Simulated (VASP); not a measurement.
```xyz
3
Lattice="1.8968 -3.2853 0.0000 1.8968 3.2853 0.0000 0.0000 0.0000 4.8951" Properties=species:S:1:pos:R:3 pbc="T T T"
Pt     0.0000     0.0000     0.0000
Se     1.8968     1.0951     1.2543
Se     1.8968    -1.0951     3.6408
```

Calculation: PBEsol GGA, VASP's PBE PAW potentials (set 64) (plane waves; VASP). Numerical set-up: 480 eV cut-off, 10×10×6 Γ-centred mesh, first-order Methfessel-Paxton smearing of 0.10 eV, potentials Pt Se.

Without a dispersion term in the relaxation, distances and binding between the weakly bound layers, chains or molecules are unreliable, and so is what depends on them. Unless said otherwise, spin-orbit coupling is left out, though it shifts the bands of the heavy elements here.

Problem. Predict the energy per atom (σ→0), pressure, band gap (on the k-mesh) with the smallest direct gap where there is one.

Solution. 
```
Quantity                                                     Value
------------------------  ----------------------------------------
band gap (on the k-mesh)  none (metal, semimetal or under 0.01 eV)
energy per atom (σ→0)                               -5.299 eV/atom
pressure                                                 -1.80 GPa
```

The absolute energy has meaning only against runs of the same code, potentials and settings.

The compound is PtSe2 in the 1T layered structure. This cell was strained or had an atom moved on purpose. Symmetry was kept, so distortions that lower it aren't found.
